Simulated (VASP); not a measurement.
# GaAs: input slips in a band-gap run and what they do, part 2 of 2

Some runs for the gap of GaAs get a fault in the input on purpose. Which of them show, and how? The starting structure is a measured crystal structure from the Crystallography Open Database. Cell and atoms stay as given unless a step says otherwise.

VASP 6.6.1.

Results so far: reference 0.327 eV; a cutoff far too low no gap to read.

## (5) Bands with a hybrid's name typed into the meta-GGA tag

Level of this step: the functional as typed; plane waves and PAW (As, Ga_d) (VASP).

A slip made on purpose: a hybrid's name typed into the meta-GGA tag. Against step 2 the input has METAGGA = HSE06 and no GGA (also changed: NELM).

File INCAR:

```
SYSTEM = GaAs
PREC = Accurate
ENCUT = 350
EDIFF = 1E-06
NELM = 60
ISMEAR = 0
SIGMA = 0.03
LREAL = .FALSE.
ALGO = Normal
NBANDS = 21
LORBIT = 11
LWAVE = .FALSE.
LCHARG = .FALSE.
KPAR = 4
METAGGA = HSE06
```

File POSCAR:

```
GaAs
1.0
    0.0000000000      2.8268500000      2.8268500000
    2.8268500000      0.0000000000      2.8268500000
    2.8268500000      2.8268500000      0.0000000000
As Ga
1 1
Direct
    0.7500000000      0.7500000000      0.7500000000
    0.0000000000      0.0000000000      0.0000000000
```

File KPOINTS:

```
Automatic mesh
0
Gamma
6 6 6
0 0 0
```

File KPOINTS_OPT:

```
Line mode
10
Line-mode
Reciprocal
  0.00000000   0.00000000   0.00000000 GAMMA
  0.50000000   0.00000000   0.50000000 X

  0.50000000   0.00000000   0.50000000 X
  0.50000000   0.25000000   0.75000000 W

  0.50000000   0.25000000   0.75000000 W
  0.37500000   0.37500000   0.75000000 K

  0.37500000   0.37500000   0.75000000 K
  0.00000000   0.00000000   0.00000000 GAMMA

  0.00000000   0.00000000   0.00000000 GAMMA
  0.50000000   0.50000000   0.50000000 L

  0.50000000   0.50000000   0.50000000 L
  0.62500000   0.25000000   0.62500000 U

  0.62500000   0.25000000   0.62500000 U
  0.50000000   0.25000000   0.75000000 W

  0.50000000   0.25000000   0.75000000 W
  0.50000000   0.50000000   0.50000000 L

  0.50000000   0.50000000   0.50000000 L
  0.37500000   0.37500000   0.75000000 K

  0.62500000   0.25000000   0.62500000 U
  0.50000000   0.00000000   0.50000000 X
```

Potentials, in the order of the species: As and Ga_d (LDA family, release 64).

On the command line:

```
$ mpirun -np 4 vasp_std
```

What it wrote:

```text
[banner, memory and clock lines left out]
running    4 mpi-ranks, on    1 nodes
[...]
|                                                                             |
|     EEEEEEE  RRRRRR   RRRRRR   OOOOOOO  RRRRRR      ###     ###     ###     |
|     E        R     R  R     R  O     O  R     R     ###     ###     ###     |
|     E        R     R  R     R  O     O  R     R     ###     ###     ###     |
|     EEEEE    RRRRRR   RRRRRR   O     O  RRRRRR       #       #       #      |
|     E        R   R    R   R    O     O  R   R                               |
|     E        R    R   R    R   O     O  R    R      ###     ###     ###     |
|     EEEEEEE  R     R  R     R  OOOOOOO  R     R     ###     ###     ###     |
|                                                                             |
|     Error: One of the selected functionals does not exist.                  |
|                                                                             |
|       ---->  I REFUSE TO CONTINUE WITH THIS SICK JOB ... BYE!!! <----       |
|                                                                             |

1
1
1
1
```

Run time: 3 s. Hardware: 4 MPI ranks of AMD EPYC 7R43, shared host.

VASP stopped with this message: “Error: One of the selected functionals does not exist”.

## (6) Bands with no empty bands

A slip made on purpose: no empty bands. Against step 2 the input has NBANDS = 9 and no band path (also changed: NELM).

INCAR, as its differences from that of step 5:

```diff
@@ -9,3 +9,4 @@
 ALGO = Normal
-NBANDS = 21
+GGA = CA
+NBANDS = 9
 LORBIT = 11
@@ -14,2 +15 @@
 KPAR = 4
-METAGGA = HSE06
```

POSCAR is that of step 5.

KPOINTS is that of step 5.

On the command line:

```
$ mpirun -np 4 vasp_std
```

What it wrote:

```text
[... set-up lines as in an earlier step ...]
 entering main loop
       N       E                     dE             d eps       ncg     rms          rms(c)
DAV:   1     0.657023554310E+02    0.65702E+02   -0.79546E+03   288   0.223E+03
DAV:   2     0.732483364736E-01   -0.65629E+02   -0.65629E+02   292   0.301E+02
DAV:   3    -0.912734689144E+01   -0.92006E+01   -0.92006E+01   413   0.845E+01
DAV:   4    -0.977067513661E+01   -0.64333E+00   -0.64333E+00   296   0.137E+01
[...]
DAV:  20    -0.960998595463E+01   -0.15046E-05   -0.15050E-05   147   0.224E-03    0.411E-05
DAV:  21    -0.960998697701E+01   -0.10224E-05   -0.10226E-05   147   0.157E-03    0.302E-05
DAV:  22    -0.960998767384E+01   -0.69682E-06   -0.69686E-06   147   0.132E-03
 -----------------------------------------------------------------------------
|                                                                             |
|           W    W    AA    RRRRR   N    N  II  N    N   GGGG   !!!           |
|           W    W   A  A   R    R  NN   N  II  NN   N  G    G  !!!           |
|           W    W  A    A  R    R  N N  N  II  N N  N  G       !!!           |
|           W WW W  AAAAAA  RRRRR   N  N N  II  N  N N  G  GGG   !            |
|           WW  WW  A    A  R   R   N   NN  II  N   NN  G    G                |
|           W    W  A    A  R    R  N    N  II  N    N   GGGG   !!!           |
|                                                                             |
|     Your highest band is occupied at some k-points! Unless you are          |
|     performing a calculation for an insulator or semiconductor, without     |
|     unoccupied bands, you have included TOO FEW BANDS!! Please increase     |
|     the parameter NBANDS in file INCAR to ensure that the highest band      |
|     is unoccupied at all k-points. It is always recommended to include      |
|     a few unoccupied bands to accelerate the convergence of                 |
|     molecular-dynamics runs (even for insulators or semiconductors),        |
|     since the presence of unoccupied bands improves wavefunction            |
|     prediction and helps to suppress 'band-crossings'.                      |
|                                                                             |
 -----------------------------------------------------------------------------

   1 F= -.96099877E+01 E0= -.96099877E+01  d E =-.464298E-14
```

Elapsed: 3.4 s, on 4 MPI ranks; peak memory 0.39 GiB; 10 s of CPU time.

From OUTCAR (step 6):

```text
  Total       -0.5033420     -0.5033420     -0.5033420      0.0000000      0.0000000     -0.0000000
  in kB      -17.8498852    -17.8498852    -17.8498852      0.0000000      0.0000000     -0.0000000
  external PRESSURE =     -17.8498852 kB  Pullay stress =       0.0000000 kB

  FREE ENERGIE OF THE ION-ELECTRON SYSTEM (eV)
  ---------------------------------------------------
  free  energy   TOTEN  =        -9.6099876738 eV

  energy  without entropy=       -9.6099876738  energy(sigma->0) =       -9.60998767

[... 2 parts as in an earlier step ...]

[... 2 further parts left out ...]
[key lines of the parts left out:]
E-fermi :   3.9596
```

The run converges, yet it holds no empty band, so no gap can be read from it.

## (7) All runs side by side

```tsv
run	ended	gap (eV)	core minutes
reference	converged	0.327	0.947
a cutoff far too low	converged	none	0.36
too few electronic steps	not converged	-	0.427
a hybrid's name typed into the meta-GGA tag	stopped by VASP	-	0.2
no empty bands	converged	-	0.227
```

Core minutes are wall time times ranks of the run shown, on a shared host.

## (8) Results

* reference gap: 0.327 eV
* gap with a cutoff far too low: none to read from the occupations
* run with too few electronic steps: not converged
* run with a hybrid's name typed into the meta-GGA tag: stopped by VASP
* run with no empty bands: converged

**Reading.** VASP stopped by itself in the run with a hybrid's name typed into the meta-GGA tag. The run with too few electronic steps didn't converge. The run without empty bands converged, and still can't show a gap. Finished, but with signs in the output that stand out against the reference: a cutoff far too low, with no gap to read, since by its occupations the run counts as a metal (its levels may still leave one) (signs: a stress of up to 497.1 GPa). Further runs on this material are not shown.

[Lines on the potential files, build, host, timing and source positions are cut from VASP's logs without a mark.]

[Logs are printed without paths, hosts, clocks, repeated set-up lines and the standing remarks that a program may print on its own settings, such as how far it seeks lower states.]

[Hosts, paths, dates, database ids (printed as entryN), source tags and the programs' standing remarks are cut or masked in the printed files.]
